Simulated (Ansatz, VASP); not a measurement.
# ZnO (zincite) in two plane-wave programs, part 2 of 3

One calculation is typed for both programs; each brings its own data sets. How far apart do they land? The cell is taken from a series of runs on this material, whose earlier steps may have relaxed, scaled, displaced or heated it; both programs get it as it stands.

VASP 6.6.1 and Ansatz 0.2.0.

So far: Starting point; Ansatz: zone-centre phonons, LDA.

**3. VASP: zone-centre phonons, LDA**

Level of this step: LDA; plane waves and PAW (Zn, O) (VASP).

The same cell, functional (in two slightly different forms) and mesh now go to VASP, with its own data sets.

Lines of VASP's logs that name or quote its potential files are left out, and so is its time.

INCAR reads:

```
SYSTEM = ZnO
PREC = Accurate
ENCUT = 600
EDIFF = 1E-08
NELM = 120
ISMEAR = 0
SIGMA = 0.01
LREAL = .FALSE.
ALGO = Normal
GGA = PW92
NBANDS = 24
LORBIT = 11
LWAVE = .FALSE.
LCHARG = .FALSE.
ISIF = 2
IBRION = 8
LEPSILON = .TRUE.
LASPH = .TRUE.
GGA_COMPAT = .FALSE.
EFERMI = MIDGAP
```

POSCAR reads:

```
ZnO
1.0
    3.1874549898      0.0000000000      0.0000000000
   -1.5937274949      2.7604169946      0.0000000000
    0.0000000000      0.0000000000      5.1524030769
Zn O
2 2
Direct
    0.3333333334      0.6666666668      0.5002724439
    0.6666666668      0.3333333334      0.0002724439
    0.6666666668      0.3333333334      0.3787375561
    0.3333333334      0.6666666668      0.8787375561
```

KPOINTS reads:

```
Automatic mesh
0
Gamma
9 9 6
0 0 0
```

The projector-augmented-wave data sets are Zn and O (LDA family, release 64).

Started as:

```
$ mpirun -np 1 vasp_std
```

The log of the run:

```text
[banner, memory and clock lines left out]
running    1 mpi-ranks, on    1 nodes
 distrk:  each k-point on    1 cores,    1 groups
 distr:  one band on    1 cores,    1 groups

 POSCAR found type information on POSCAR ZnO
 POSCAR found :  2 types and       4 ions
|                                                                             |
|               ----> ADVICE to this user running VASP <----                  |
|                                                                             |
|     You enforced a specific xc type in the INCAR file but a different       |
|     [... a line on the potential file left out ...]
|     I HOPE YOU KNOW WHAT YOU ARE DOING!                                     |
|                                                                             |

 LDA part: xc-table for (Slater(with rela. corr.)+PW92), standard interpolation
 POSCAR, INCAR and KPOINTS ok, starting setup
 FFT: planning ... GRIDC
 FFT: planning ... GRID_SOFT
 FFT: planning ... GRID
 WAVECAR not read
 entering main loop
       N       E                     dE             d eps       ncg     rms          rms(c)
DAV:   1     0.303118851690E+03    0.30312E+03   -0.20335E+04  2328   0.245E+03
DAV:   2     0.566338180789E+01   -0.29746E+03   -0.28235E+03  2528   0.464E+02
DAV:   3    -0.237721952477E+02   -0.29436E+02   -0.29195E+02  2576   0.149E+02
DAV:   4    -0.242678865212E+02   -0.49569E+00   -0.49535E+00  2728   0.201E+01
DAV:   5    -0.242709637164E+02   -0.30772E-02   -0.30772E-02  2584   0.152E+00    0.156E+01
DAV:   6    -0.210975991887E+02    0.31734E+01   -0.82868E+00  3944   0.659E+01    0.100E+01
DAV:   7    -0.212362822809E+02   -0.13868E+00   -0.25298E+00  2392   0.176E+01    0.584E+00
DAV:   8    -0.212257369947E+02    0.10545E-01   -0.65106E-01  3112   0.761E+00    0.168E+00
DAV:   9    -0.211725701257E+02    0.53167E-01   -0.12851E-01  3512   0.716E+00    0.327E-01
DAV:  10    -0.211750173593E+02   -0.24472E-02   -0.40808E-02  2328   0.145E+00    0.107E-01
DAV:  11    -0.211749009473E+02    0.11641E-03   -0.68968E-04  2792   0.227E-01    0.230E-02
DAV:  12    -0.211749050336E+02   -0.40863E-05   -0.37319E-05  2768   0.138E-01    0.104E-02
DAV:  13    -0.211749067046E+02   -0.16710E-05   -0.55679E-06  3600   0.701E-02    0.122E-02
DAV:  14    -0.211749044823E+02    0.22223E-05   -0.38557E-06  3352   0.222E-02    0.306E-03
DAV:  15    -0.211749044430E+02    0.39337E-07   -0.88379E-07  2448   0.743E-03    0.110E-03
DAV:  16    -0.211749044258E+02    0.17184E-07   -0.33058E-08  2504   0.153E-03    0.553E-04
DAV:  17    -0.211749044186E+02    0.71486E-08   -0.80469E-09  1448   0.225E-03
   1 F= -.21174904E+02 E0= -.21174904E+02  d E =0.000000E+00
 Linear response reoptimize wavefunctions to high precision
DAV:   1    -0.211749044188E+02   -0.16371E-09   -0.19123E-08  2768   0.135E-03
DAV:   2    -0.211749044188E+02   -0.36380E-10   -0.13188E-10  1264   0.945E-05
 Linear response G [H, r] |phi>, progress :
  Direction:   1
       N       E                     dE             d eps       ncg     rms
RMM:   1    -0.881910352424E+02   -0.88191E+02    0.39684E+02  4743   0.114E+02
 LRF_COMMUTATOR internal error: the vector H(1)-e(1) S(1) |phi(0)> is not orthog
 onal to |phi(0)> (-1.046840251206771E-004,6.659603424274962E-015)
 LRF_COMMUTATOR internal error: the vector H(1)-e(1) S(1) |phi(0)> is not orthog
 onal to |phi(0)> (1.046840251592851E-004,-2.997602166487923E-015)
RMM:   2    -0.929638584223E+02   -0.47728E+01   -0.12639E+01  3311   0.388E+01
 LRF_COMMUTATOR internal error: the vector H(1)-e(1) S(1) |phi(0)> is not orthog
 onal to |phi(0)> (-1.046840251295381E-004,9.024031522031351E-015)
 LRF_COMMUTATOR internal error: the vector H(1)-e(1) S(1) |phi(0)> is not orthog
 onal to |phi(0)> (1.046840251545111E-004,-4.642120021713936E-015)
RMM:   3    -0.933699984068E+02   -0.40614E+00   -0.11207E+00  4053   0.802E+00
RMM:   4    -0.933721934927E+02   -0.21951E-02   -0.17591E-02  3863   0.118E+00
RMM:   5    -0.933726283287E+02   -0.43484E-03   -0.68454E-04  4155   0.271E-01
RMM:   6    -0.933727089736E+02   -0.80645E-04   -0.18748E-04  4027   0.502E-02
RMM:   7    -0.933727048024E+02    0.41712E-05   -0.77122E-05  4183   0.129E-02
RMM:   8    -0.933727023847E+02    0.24177E-05   -0.47436E-05  4016   0.340E-03
RMM:   9    -0.933726989528E+02    0.34319E-05   -0.89803E-06  3292   0.125E-03
RMM:  10    -0.933726983775E+02    0.57527E-06    0.24705E-06  2652   0.711E-04
RMM:  11    -0.933726979328E+02    0.44471E-06   -0.39150E-05  2333   0.571E-04
RMM:  12    -0.933726977560E+02    0.17680E-06   -0.32182E-05  2088   0.534E-04
RMM:  13    -0.933726977957E+02   -0.39667E-07   -0.30415E-05  2009   0.532E-04
RMM:  14    -0.933726977773E+02    0.18357E-07   -0.33601E-05  1928   0.533E-04
 Linear response G [H, r] |phi>, progress :
  Direction:   2
[...]
dielectric tensor                  component  3 :    -0.408    -0.304     5.572
 Linear response to external field, progress :
  Direction:   1
       N       E                     dE             d eps       ncg     rms          rms(c)
RMM:   1    -0.496913059721E+00   -0.49691E+00   -0.22281E+00  8610   0.488E+00
RMM:   2    -0.596278023219E+00   -0.99365E-01   -0.98301E-03 10953   0.120E+00    0.111E+00
RMM:   3    -0.588218855451E+00    0.80592E-02   -0.61709E-03 10880   0.537E-01    0.619E-01
[...]
RMM:   7    -0.573578411015E+00   -0.91187E-04   -0.99032E-07  3936   0.710E-03    0.201E-03
RMM:   8    -0.573590550411E+00   -0.12139E-04    0.20937E-08  4014   0.194E-03    0.269E-04
RMM:   9    -0.573590632967E+00   -0.82555E-07    0.32356E-08  3902   0.466E-04    0.116E-04
RMM:  10    -0.573591043796E+00   -0.41083E-06    0.14702E-08  3259   0.151E-04    0.217E-05
RMM:  11    -0.573591088598E+00   -0.44802E-07    0.28089E-09  1859   0.504E-05    0.698E-06
 change of polarisation eV/A/(eV/A) component  3 :    -0.100    -0.075     1.108
 dielectric tensor                  component  3 :    -0.400    -0.298     5.421
 Linear response DOF=           4
 Linear response progress:
  Degree of freedom:   1/  4
       N       E                     dE             d eps       ncg     rms          rms(c)
RMM:   1    -0.210894371978E+00   -0.21089E+00    0.31765E-02 21219   0.259E+00
RMM:   2    -0.209102028731E+00    0.17923E-02   -0.40026E-03 17253   0.625E-01    0.220E-01
RMM:   3    -0.208860376544E+00    0.24165E-03   -0.18237E-04 20452   0.101E-01    0.131E-01
RMM:   4    -0.208441451491E+00    0.41893E-03   -0.14263E-05 19707   0.353E-02    0.377E-03
RMM:   5    -0.208429236865E+00    0.12215E-04   -0.14907E-06 21246   0.651E-03    0.131E-03
RMM:   6    -0.208426478620E+00    0.27582E-05   -0.23400E-07 19679   0.186E-03    0.267E-04
RMM:   7    -0.208426189524E+00    0.28910E-06    0.72208E-08 21337   0.408E-04    0.857E-05
RMM:   8    -0.208425763309E+00    0.42621E-06    0.56907E-08 20226   0.107E-04    0.191E-05
RMM:   9    -0.208425760566E+00    0.27431E-08    0.85142E-09 21305   0.248E-05    0.103E-05
 first order change of Fermi-energy   0.10301E+00
 force on displaced ion       1 direction 1 :  -8.615   0.001   0.000
 Born effective charge ion    1 direction 1 :   2.087  -0.000  -0.000
 Linear response progress:
  Degree of freedom:   2/  4
       N       E                     dE             d eps       ncg     rms          rms(c)
RMM:   1    -0.222511224377E+00   -0.22251E+00    0.31730E-02  5382   0.267E+00
RMM:   2    -0.218440354071E+00    0.40709E-02   -0.41742E-03  4351   0.689E-01    0.214E-01
RMM:   3    -0.218067976404E+00    0.37238E-03   -0.33204E-04  4881   0.131E-01    0.130E-01
RMM:   4    -0.217584572635E+00    0.48340E-03   -0.19119E-04  5090   0.930E-02    0.318E-02
RMM:   5    -0.217497841235E+00    0.86731E-04    0.38879E-06  4706   0.232E-02    0.550E-03
RMM:   6    -0.217505566966E+00   -0.77257E-05   -0.38943E-06  5404   0.701E-03    0.259E-03
RMM:   7    -0.217509191380E+00   -0.36244E-05    0.58819E-07  4810   0.325E-03    0.764E-04
RMM:   8    -0.217509651676E+00   -0.46030E-06    0.15059E-08  5322   0.103E-03    0.205E-04
RMM:   9    -0.217509710383E+00   -0.58708E-07    0.66731E-08  5257   0.296E-04    0.603E-05
RMM:  10    -0.217509887729E+00   -0.17735E-06    0.10077E-08  4967   0.100E-04    0.149E-05
RMM:  11    -0.217509877001E+00    0.10728E-07   -0.17323E-08  5419   0.359E-05    0.329E-06
RMM:  12    -0.217509875418E+00    0.15826E-08   -0.91749E-09  5125   0.718E-06    0.113E-06
 first order change of Fermi-energy  -0.15395E+00
 force on displaced ion       1 direction 3 :  -0.000   0.000 -12.757
 Born effective charge ion    1 direction 3 :   0.000   0.000   2.136
 Linear response progress:
  Degree of freedom:   3/  4
       N       E                     dE             d eps       ncg     rms          rms(c)
RMM:   1    -0.360110766670E+00   -0.36011E+00    0.56442E-01 26003   0.422E+00
RMM:   2    -0.351044865092E+00    0.90659E-02   -0.10756E-02 16776   0.111E+00    0.238E-01
RMM:   3    -0.352273936563E+00   -0.12291E-02   -0.98678E-04 19658   0.245E-01    0.132E-01
RMM:   4    -0.353641020104E+00   -0.13671E-02   -0.31580E-04 17070   0.112E-01    0.171E-02
RMM:   5    -0.353637565298E+00    0.34548E-05   -0.15472E-05 20630   0.271E-02    0.359E-03
RMM:   6    -0.353554444676E+00    0.83121E-04   -0.87265E-07 17409   0.678E-03    0.991E-04
RMM:   7    -0.353553214077E+00    0.12306E-05   -0.12354E-07 20888   0.187E-03    0.365E-04
RMM:   8    -0.353551019624E+00    0.21945E-05    0.12243E-08 20638   0.385E-04    0.698E-05
RMM:   9    -0.353549869465E+00    0.11502E-05   -0.55784E-09 18626   0.997E-05    0.211E-05
RMM:  10    -0.353550210527E+00   -0.34106E-06    0.71495E-09 18567   0.447E-05    0.468E-06
RMM:  11    -0.353550312392E+00   -0.10187E-06   -0.73124E-09 20642   0.157E-05    0.312E-06
RMM:  12    -0.353550292649E+00    0.19743E-07   -0.44893E-09 18112   0.468E-06    0.653E-07
RMM:  13    -0.353550288929E+00    0.37200E-08   -0.96436E-10 10281   0.150E-06    0.213E-07
 first order change of Fermi-energy  -0.69171E-01
 force on displaced ion       3 direction 1 :  -9.300  -0.000   0.000
 Born effective charge ion    3 direction 1 :  -2.096   0.000   0.000
 Linear response progress:
  Degree of freedom:   4/  4
       N       E                     dE             d eps       ncg     rms          rms(c)
RMM:   1    -0.379866952806E+00   -0.37987E+00    0.56591E-01  6533   0.416E+00
RMM:   2    -0.369848277264E+00    0.10019E-01   -0.10964E-02  4193   0.112E+00    0.337E-01
RMM:   3    -0.370862329704E+00   -0.10141E-02   -0.13740E-03  4548   0.281E-01    0.171E-01
RMM:   4    -0.371980663459E+00   -0.11183E-02   -0.40532E-04  4290   0.131E-01    0.396E-02
RMM:   5    -0.372114800437E+00   -0.13414E-03   -0.22946E-05  5097   0.324E-02    0.104E-02
RMM:   6    -0.371991428661E+00    0.12337E-03   -0.57189E-06  4542   0.178E-02    0.241E-03
RMM:   7    -0.372010367611E+00   -0.18939E-04   -0.12579E-06  4717   0.504E-03    0.704E-04
RMM:   8    -0.372016467193E+00   -0.60996E-05   -0.27866E-07  4687   0.178E-03    0.443E-04
RMM:   9    -0.372010777540E+00    0.56897E-05    0.69202E-08  4443   0.569E-04    0.609E-05
RMM:  10    -0.372010233060E+00    0.54448E-06    0.29437E-09  5195   0.154E-04    0.312E-05
RMM:  11    -0.372010582109E+00   -0.34905E-06   -0.52507E-09  4502   0.555E-05    0.871E-06
RMM:  12    -0.372010473446E+00    0.10866E-06   -0.73555E-10  4848   0.192E-05    0.401E-06
RMM:  13    -0.372010508937E+00   -0.35492E-07   -0.15944E-10  4795   0.815E-06    0.226E-06
RMM:  14    -0.372010529420E+00   -0.20482E-07    0.30930E-10  4649   0.405E-06    0.994E-07
RMM:  15    -0.372010527261E+00    0.21586E-08    0.40822E-10  2970   0.159E-06    0.199E-07
 first order change of Fermi-energy   0.15377E+00
 force on displaced ion       3 direction 3 :   0.000  -0.000 -12.883
 Born effective charge ion    3 direction 3 :   0.000   0.000  -2.141
 Born effective charges drift removed
 Linear response finished
```

[end of part 2 of 3]

[Lines on the potential files, build, host, timing and source positions are cut from VASP's logs without a mark.]

[Logs are printed without paths, hosts, clocks, repeated set-up lines and the standing remarks that a program may print on its own settings, such as how far it seeks lower states.]

[Hosts, paths, dates, database ids (printed as entryN), source tags and the programs' standing remarks are cut or masked in the printed files.]
